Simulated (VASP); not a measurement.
```xyz
2
Lattice="1.7800 -3.0831 0.0000 1.7800 3.0831 0.0000 0.0000 0.0000 5.5900" Properties=species:S:1:pos:R:3 pbc="T T T"
Er     1.7800     1.0277     1.3975
Er     1.7800    -1.0277     4.1925
```
Starting moments (μB, in the order of the record's atoms Er Er): 3.0 3.0.

All values below come from PBE GGA, VASP's PBE PAW potentials (set 64) (plane waves; VASP). Settings: 300 eV cut-off, 7×7×4 Γ-centred mesh, Fermi-Dirac smearing of 0.10 eV, potentials Er.

At this cut-off the stress carries a Pulay error, which pulls relaxed volumes low.

Question: What does the run give for the cell moment, energy per atom (σ→0), pressure, band gap (on the k-mesh) with the smallest direct gap where there is one?

Answer: 
```json
{
 "band gap (on the k-mesh)": "none (metal, semimetal or under 0.01 eV)",
 "cell_moment": "4.74 μB",
 "energy per atom (σ→0)": "-4.996 eV/atom",
 "pressure": "1.20 GPa"
}
```

Question: Give the moment on each site (PAW-sphere projection).

Answer: 
```csv
site,moment (μB)
Er1,2.41
Er2,2.41
```

The absolute energy has meaning only against runs of the same code, potentials and settings.

The structure is a typed Er crystal. The cell was not relaxed at this level.
